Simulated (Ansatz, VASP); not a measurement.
# Two plane-wave programs on AlC

```
Al C
1.0
     2.90733    0.00000    0.00000
     0.00000    2.90733    0.00000
     0.00000    0.00000    2.90733
Al C
1 1
Direct
  0.50000 0.50000 0.50000
  0.00000 0.00000 0.00000
```

Change from the starting cell: species swapped into the TlHg type (Pm-3m, No. 221).

Alike in both runs: task single point; functional PBE; k mesh 6 × 6 × 6; occupations gaussian, width 0.1 eV; no spin polarisation.

|  | VASP | Ansatz |
| --- | --- | --- |
| version | VASP 6.6.1 | Ansatz 0.2.0 |
| potentials or method | VASP PAW PBE potentials, release 64 (Al, C) | scalar-relativistic, plane waves, PAW |
| plane-wave cutoff (eV) | 520 | 420 |
| valence electrons in the cell | 7 | 7 |

```tsv
	VASP	Ansatz	Ansatz less VASP
gap on the k mesh at the Fermi level (eV)	none	none	-
pressure (GPa)	-23.1	-23.1	-0.02
```

A gap of «none» marks a metal or a gap that the smearing closes.

Caveats: the k mesh is coarse (spacing up to 0.36 Å⁻¹), so the values aren't converged; so large a pressure means that the cell lies far from this level's equilibrium, or that cutoff or potentials fall short (VASP).
